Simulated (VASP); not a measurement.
# RuPb2 (Pnnm) in VASP: settings compared

One crystal, RuPb2, is run at these levels: r2SCAN, RPBE; tasks: single point.

All numbers are computed with VASP 6.6.1; they aren't measurements. Logs are shortened: lines on timing, memory, paths and dates and some standing lists are left out, and cuts for length are marked.

## Step 1: Starting point

Symmetry: Pnnm, No. 58, orthorhombic system. The conventional cell has a = 6.098 Å, b = 6.864 Å, c = 3.296 Å, α = 90.00°, β = 90.00°, γ = 90.00°. Ru (site symmetry 2/m) has 6 Pb at 2.71 Å as nearest neighbours. Pb (site symmetry m) has 3 Ru at 2.71 Å and 1 Pb at 2.97 Å as nearest neighbours.

The cell was built by a generator and needn't be a form met in nature.

## Step 2: Single point, r2SCAN

Contents of POSCAR:

```
RuPb2
1.0
    6.0977172600      0.0000000000      0.0000000000
    0.0000000000      6.8635885300      0.0000000000
    0.0000000000      0.0000000000      3.2955451400
Ru Pb
2 4
Direct
    0.0000000000      0.0000000000      0.0000000000
    0.5000000000      0.5000000000      0.5000000000
    0.1848000000      0.3596000000      0.0000000000
    0.8152000000      0.6404000000      0.0000000000
    0.6848000000      0.1404000000      0.5000000000
    0.3152000000      0.8596000000      0.5000000000
```

Contents of INCAR.step1:

```
ALGO = Normal
EDIFF = 1E-4
ENCUT = 520
GGA = PE
ISMEAR = -1
LASPH = T
LCHARG = F
LREAL = F
LWAVE = T
NBANDS = 51
NELM = 100
PREC = Accurate
SIGMA = 0.1
```

Contents of INCAR.step2:

```
ALGO = Normal
EDIFF = 1E-6
ENCUT = 520
ISIF = 2
ISMEAR = -1
ISTART = 1
LASPH = T
LCHARG = F
LMIXTAU = T
LREAL = F
LWAVE = F
METAGGA = R2SCAN
NBANDS = 51
NELM = 100
PREC = Accurate
SIGMA = 0.1
```

Contents of KPOINTS:

```
k-points
0
Gamma
  3 3 6
```

Potentials or basis: VASP PAW PBE potentials, release 64 (Ru_pv, Pb_d).

Command:

```
> cat potpaw_PBE.64/Ru_pv/POTCAR potpaw_PBE.64/Pb_d/POTCAR > POTCAR
> cp INCAR.step1 INCAR
> mpirun -np 1 vasp_std > vasp.out
> cp INCAR.step2 INCAR
> mpirun -np 1 vasp_std > vasp.out
```

OUTCAR:

```text
EDIFF = 1E-6
   ENCUT = 520
   ISIF = 2
   ISMEAR = -1
   ISTART = 1
   LASPH = T
   LREAL = F
   METAGGA = R2SCAN
   NELM = 100
   PREC = Accurate

 ion  position               nearest neighbor table
   1  0.000  0.000  0.000-   5 2.71   6 2.71   5 2.71   6 2.71   3 2.71   4 2.71
   2  0.500  0.500  0.500-   3 2.71   4 2.71   3 2.71   4 2.71   5 2.71   6 2.71
   3  0.185  0.360  0.000-   2 2.71   2 2.71   1 2.71   4 2.97   5 3.78   5 3.78   5 3.78   5 3.78
                             6 3.89   6 3.89   6 3.89   6 3.89
   4  0.815  0.640  0.000-   2 2.71   2 2.71   1 2.71   3 2.97   6 3.78   6 3.78   6 3.78   6 3.78
                             5 3.89   5 3.89   5 3.89   5 3.89
   5  0.685  0.140  0.500-   1 2.71   1 2.71   2 2.71   6 2.97   3 3.78   3 3.78   3 3.78   3 3.78
                             4 3.89   4 3.89   4 3.89   4 3.89
   6  0.315  0.860  0.500-   1 2.71   1 2.71   2 2.71   5 2.97   4 3.78   4 3.78   4 3.78   4 3.78
                             3 3.89   3 3.89   3 3.89   3 3.89

  LATTYP: Found a simple orthorhombic cell.
 ALAT       =     3.2955451400
 B/A-ratio  =     1.8502909233
 C/A-ratio  =     2.0826868510

  Lattice vectors:

 A1 = (   0.0000000000,   0.0000000000,   3.2955451400)
 A2 = (   6.0977172600,   0.0000000000,   0.0000000000)
 A3 = (   0.0000000000,   6.8635885300,   0.0000000000)

Analysis of symmetry for initial positions (statically):
=====================================================================
 Subroutine PRICEL returns:
 Original cell was already a primitive cell.

 Routine SETGRP: Setting up the symmetry group for a
 simple orthorhombic supercell.

 Subroutine GETGRP returns: Found  8 space group operations
 (whereof  4 operations were pure point group operations)
 out of a pool of  8 trial point group operations.

The static configuration has the point symmetry C_2h.
 The point group associated with its full space group is D_2h.

Analysis of symmetry for dynamics (positions and initial velocities):
=====================================================================
 Subroutine PRICEL returns:
 Original cell was already a primitive cell.

 Routine SETGRP: Setting up the symmetry group for a
 simple orthorhombic supercell.

 Subroutine GETGRP returns: Found  8 space group operations
 (whereof  4 operations were pure point group operations)
 out of a pool of  8 trial point group operations.

The dynamic configuration has the point symmetry C_2h.
 The point group associated with its full space group is D_2h.

 Subroutine INISYM returns: Found  8 space group operations
 (whereof  4 operations are pure point group operations),
 and found     1 'primitive' translations

----------------------------------------------------------------------------------------

                                     Primitive cell

  volume of cell :     137.9259

  direct lattice vectors                    reciprocal lattice vectors
     6.097717260  0.000000000  0.000000000     0.163995797  0.000000000  0.000000000
     0.000000000  6.863588530  0.000000000     0.000000000  0.145696380  0.000000000
     0.000000000  0.000000000  3.295545140     0.000000000  0.000000000  0.303439934

  length of vectors
     6.097717260  6.863588530  3.295545140     0.163995797  0.145696380  0.303439934

  position of ions in fractional coordinates (direct lattice)
     0.000000000  0.000000000  0.000000000
     0.500000000  0.500000000  0.500000000
     0.184800000  0.359600000  0.000000000
     0.815200000  0.640400000  0.000000000
     0.684800000  0.140400000  0.500000000
     0.315200000  0.859600000  0.500000000

  ion indices of the primitive-cell ions
   primitive index   ion index
                 1           1
                 2           2
                 3           3
                 4           4
                 5           5
                 6           6

----------------------------------------------------------------------------------------

 KPOINTS: k-points

Automatic generation of k-mesh.
 Grid dimensions read from file:
 generate k-points for:    3    3    6

 Generating k-lattice:

  Cartesian coordinates                     Fractional coordinates (reciprocal lattice)
     0.054665266  0.000000000  0.000000000     0.333333333  0.000000000  0.000000000
     0.000000000  0.048565460  0.000000000     0.000000000  0.333333333  0.000000000
     0.000000000  0.000000000  0.050573322     0.000000000  0.000000000  0.166666667

  Length of vectors
     0.054665266  0.048565460  0.050573322

  Shift w.r.t. Gamma in fractional coordinates (k-lattice)
     0.000000000  0.000000000  0.000000000

 Subroutine IBZKPT returns following result:
 ===========================================

 Found     16 irreducible k-points:

 Following reciprocal coordinates:
            Coordinates               Weight
  0.000000  0.000000  0.000000      1.000000
  0.333333  0.000000  0.000000      2.000000
  0.000000  0.333333  0.000000      2.000000
  0.333333  0.333333  0.000000      4.000000
  0.000000  0.000000  0.166667      2.000000
  0.333333  0.000000  0.166667      4.000000
[... 8 lines left out ...]
  0.000000  0.333333  0.500000      2.000000
  0.333333  0.333333  0.500000      4.000000
   k-points           NKPTS =     16   k-points in BZ     NKDIM =     16   number of bands    NBANDS=     51
   number of dos      NEDOS =    301   number of ions     NIONS =      6
   total plane-waves  NPLWV =  72576
   dimension x,y,z NGX =    48 NGY =   54 NGZ =   28
   dimension x,y,z NGXF=    96 NGYF=  108 NGZF=   56
   ions per type =               2   4
   NGX,Y,Z   is equivalent  to a cutoff of  13.09, 13.08, 14.12 a.u.
   NGXF,Y,Z  is equivalent  to a cutoff of  26.17, 26.16, 28.25 a.u.
 SYSTEM =  unknown system
   PREC   = accura    normal or accurate (medium, high low for compatibility)
   ISTART =      1    job   : 0-new  1-cont  2-samecut
   ICHARG =      0    charge: 1-file 2-atom 10-const
   ISPIN  =      1    spin polarized calculation?
   LNONCOLLINEAR =      F non collinear calculations
   LSORBIT =      F    spin-orbit coupling
   LASPH  =      T    aspherical Exc in radial PAW
   ENCUT  =  520.0 eV  38.22 Ry    6.18 a.u.  11.34 12.76  6.13*2*pi/ulx,y,z
   NELM   =    100;   NELMIN=  2; NELMDL=  0     # of ELM steps
   EDIFF  = 0.1E-05   stopping-criterion for ELM
   LREAL  =      F    real-space projection
   EDIFFG = 0.1E-04   stopping-criterion for IOM
   NSW    =      0    number of steps for IOM
   IBRION =     -1    ionic relax: 0-MD 1-quasi-New 2-CG
   NFREE  =      0    steps in history (QN), initial steepest desc. (CG)
   ISIF   =      2    stress and relaxation
   ISYM   =      2    0-nonsym 1-usesym 2-fastsym
   POTIM  = 0.5000    time-step for ionic-motion
   TEBEG  =    0.0;   TEEND  =   0.0 temperature during run
   PSTRESS=    0.0 pullay stress
   NELECT =      84.0000    total number of electrons
   NUPDOWN=      -1.0000    fix difference up-down
   EMIN   =  10.00;   EMAX   =-10.00  energy-range for DOS
   EFERMI =   0.00;   METHOD = LEGACY
   ISMEAR =    -1;   SIGMA  =   0.10  broadening in eV -4-tet -1-fermi 0-gaus
   EFERMI_NEDOS =   21; number of points for ismear=-14 and -15
   IALGO  =     38    algorithm
   IMIX   =      4    mixing-type and parameters
     AMIX     =   0.40;   BMIX     =  1.00
     AMIX_MAG =   1.60;   BMIX_MAG =  1.00
  volume/ion in A,a.u.               =      22.99       155.13
  Fermi-wavevector in a.u.,A,eV,Ry     =   1.387669  2.622315 26.199735  1.925626
  Thomas-Fermi vector in A             =   2.511868
   LORBIT       =      0    0 simple, 1 ext, 2 COOP (PROOUT), +10 PAW based schemes
   METAGGA = R2SCAN    functional components
   LHFCALC =     F    Hartree Fock is set to
   AEXX    =    0.0000 exact exchange contribution
   IVDW    =     0    specifies the selected vdW correction
   LEPSILON=     F    determine dielectric tensor
   LRPA    =     F    only Hartree local field effects (RPA)
 non-spin polarized calculation
  energy-cutoff  :      520.00
  volume of cell :      137.93
 maximum number of plane-waves:      3730
 NGX is ok and might be reduce to    48
   NGX = 23   NGY = 25   NGZ = 13

 number of electron      84.0000003 magnetization

 Free energy of the ion-electron system (eV)
  ---------------------------------------------------
  ext. energy  EPLUGINS =         0.00000000
  ---------------------------------------------------
  free energy    TOTEN  =      -273.73469385 eV

  energy without entropy =     -273.59593977  energy(sigma->0) =     -273.66531681

 E-fermi :   8.4566     XC(G=0): -12.1064

 val. band max:        8.4107844074   @ k =   0.0000   0.0000   0.0000
 cond. band min:       8.4639833831   @ k =   0.0000   0.0000   0.1667
 fundamental gap:      0.0531989756
 Fermi energy:         8.4566465599

 k-point     1 :       0.0000    0.0000    0.0000
  band No.  band energies     occupation
      1     -34.6963      2.00000
      2     -34.6943      2.00000
      3     -34.6013      2.00000
      4     -34.6007      2.00000
      5     -34.5892      2.00000
      6     -34.5870      2.00000
[... 43 lines left out ...]
     50      15.6054      0.00000
     51      15.7127      0.00000

 k-point     2 :       0.3333    0.0000    0.0000
  band No.  band energies     occupation
      1     -34.6958      2.00000
      2     -34.6948      2.00000
      3     -34.6012      2.00000
      4     -34.6009      2.00000
      5     -34.5887      2.00000
      6     -34.5876      2.00000
[... 43 lines left out ...]
     50      15.7425      0.00000
     51      16.1486      0.00000

 k-point     3 :       0.0000    0.3333    0.0000
  band No.  band energies     occupation
      1     -34.6958      2.00000
      2     -34.6948      2.00000
      3     -34.6012      2.00000
      4     -34.6009      2.00000
      5     -34.5887      2.00000
      6     -34.5876      2.00000
[... 43 lines left out ...]
     50      14.7244      0.00000
     51      17.5528      0.00000
[... 595 lines left out ...]
 k-point    15 :       0.0000    0.3333    0.5000
  band No.  band energies     occupation
      1     -34.6877      2.00000
      2     -34.6877      2.00000
      3     -34.6773      2.00000
      4     -34.6773      2.00000
      5     -34.5813      2.00000
      6     -34.5813      2.00000
[... 43 lines left out ...]
     50      12.5989      0.00000
     51      14.5426      0.00000

 k-point    16 :       0.3333    0.3333    0.5000
  band No.  band energies     occupation
      1     -34.6877      2.00000
      2     -34.6877      2.00000
      3     -34.6773      2.00000
      4     -34.6773      2.00000
      5     -34.5814      2.00000
      6     -34.5814      2.00000
[... 43 lines left out ...]
     50      13.1529      0.00000
     51      14.3641      0.00000

------------------------ aborting loop because EDIFF is reached ----------------------------------------

  FORCE on cell =-STRESS in cart. coord.  units (eV):
  Direction    XX          YY          ZZ          XY          YZ          ZX
  --------------------------------------------------------------------------------------
  -------------------------------------------------------------------------------------
  Total        6.9714498      4.1029422      2.6375966      0.0000000      0.0000000      0.0000000
  in kB       80.9818884     47.6606757     30.6389000      0.0000000      0.0000000      0.0000000
  external PRESSURE =      53.0938214 kB  Pullay stress =       0.0000000 kB

 VOLUME and BASIS-vectors are now :
 -----------------------------------------------------------------------------
  energy-cutoff  :      520.00
  volume of cell :      137.93
      direct lattice vectors                 reciprocal lattice vectors
     6.097717260  0.000000000  0.000000000     0.163995797  0.000000000  0.000000000
     0.000000000  6.863588530  0.000000000     0.000000000  0.145696380  0.000000000
     0.000000000  0.000000000  3.295545140     0.000000000  0.000000000  0.303439934

 POSITION                                       TOTAL-FORCE (eV/Angst)
 -----------------------------------------------------------------------------------
      0.00000      0.00000      0.00000         0.000000     -0.000000      0.000000
      3.04886      3.43179      1.64777         0.000000     -0.000000      0.000000
      1.12686      2.46815      0.00000         0.671858     -0.564286     -0.000000
      4.97086      4.39544      0.00000        -0.671858      0.564286      0.000000
      4.17572      0.96365      1.64777         0.671858      0.564286     -0.000000
      1.92200      5.89994      1.64777        -0.671858     -0.564286      0.000000
 -----------------------------------------------------------------------------------
    total drift:                                0.000000     -0.000000     -0.000000

  FREE ENERGIE OF THE ION-ELECTRON SYSTEM (eV)
  ---------------------------------------------------
  free  energy   TOTEN  =      -273.7346938486 eV

  energy  without entropy=     -273.5959397700  energy(sigma->0) =     -273.66531681
```

Run time: 4.7 min. Hardware: 1 thread of AMD EPYC 9R45 (Zen 5), shared host; peak memory 0.3 GiB.

Results:

* Free energy: -273.7347 eV
* Pressure: 5.3 GPa
* Largest force: 0.877 eV/Å
* Band gap on the k mesh: none (metal or under the smearing width)

Forces on the atoms (eV/Å):
```
Ru   0.000  0.000  0.000
Ru   0.000  0.000  0.000
Pb   0.672 -0.564  0.000
Pb  -0.672  0.564  0.000
Pb   0.672  0.564  0.000
Pb  -0.672 -0.564  0.000
```

Stress tensor (GPa, compression positive):
```
8.10 0.00 0.00
0.00 4.77 0.00
0.00 0.00 3.06
```

Caveat: the PAW data sets were made with another functional, which shifts forces and pressure a little.

## Step 3: Single point, RPBE

Contents of INCAR:

```
SYSTEM = RuPb2
PREC = Accurate
ENCUT = 520
EDIFF = 1E-6
ISMEAR = -1
SIGMA = 0.1
LREAL = .FALSE.
LASPH = .TRUE.
NELM = 100
ALGO = Fast
ISIF = 2
LWAVE = .FALSE.
LCHARG = .FALSE.
GGA = RP
NBANDS = 51
```

Contents of KPOINTS:

```
Automatic mesh
0
G
  3 3 6
  0 0 0
```

POSCAR is that of step 2.

Potentials or basis: VASP PAW PBE potentials, release 64 (Ru_pv, Pb_d).

Command:

```
> cat potpaw_PBE.64/Ru_pv/POTCAR potpaw_PBE.64/Pb_d/POTCAR > POTCAR
> mpirun -np 1 vasp_std > vasp.out
```

Run time: 97 s. Hardware: 1 thread of AMD EPYC 9R45 (Zen 5), shared host; peak memory 0.27 GiB.

It converged, with:

```yaml
Free_energy: -26.9249 eV
Pressure: 10.0 GPa
Largest_force: 0.810 eV/Å
Band_gap_on_the_k_mesh: none (metal or under the smearing width)
```

Forces on the atoms (eV/Å):
```
Ru   0.000  0.000  0.000
Ru   0.000  0.000  0.000
Pb   0.518 -0.623  0.000
Pb  -0.518  0.623  0.000
Pb   0.518  0.623  0.000
Pb  -0.518 -0.623  0.000
```

Stress tensor (GPa, compression positive):
```
13.18  0.00  0.00
 0.00  9.56  0.00
 0.00  0.00  7.11
```

Levels at points of the mesh, in eV from the Fermi level:
```tsv
k point	band 38	band 39	band 40	band 41	band 42	band 43	band 44	band 45	band 46	band 47
(0.00, 0.00, 0.00)	-1.12	-1.03	-0.94	-0.34	-0.28	-0.08	0.05	2.14	4.00	5.57
(0.00, 0.00, 0.50)	-1.46	-1.40	-1.40	-0.21	-0.21	0.24	0.24	1.17	1.17	2.90
```

Caveat: the PAW data sets were made with another functional, which shifts forces and pressure a little. The run has no spin-orbit coupling, so splittings on Pb are missing.
